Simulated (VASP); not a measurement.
Here is the system:

```xyz
1
Lattice="3.2950 0.0000 0.0000 0.0000 3.2950 0.0000 0.0000 0.0000 3.2950" Properties=species:S:1:pos:R:3 pbc="T T T"
Tb     0.0000     0.0000     0.0000
```

Level of theory: PBE GGA, VASP's PBE PAW potentials (set 64) (plane waves; VASP 6.6.1). Run with 400 eV cut-off, 10×10×10 Γ-centred mesh, Gaussian smearing of 0.20 eV, potentials Tb_3.

The 4f electrons are frozen in the core of the lanthanide potential, so 4f levels, which can set the real gap, and their magnetism are missing.

Task: Give the stress tensor in GPa (positive for a compressed cell).

Result: 
```
-1.02   0.00   0.00
 0.00  -1.02   0.00
 0.00   0.00  -1.02
```
The pressure is its mean diagonal, -1.02 GPa.

The structure was generated: Tb was put into the simple-cubic type (Pm-3m), which need not be its known phase. The cell was not relaxed at this level. The run is one of a series of settings (ISMEAR = 0, SIGMA = 0.2 against the base run), some of them coarse on purpose.
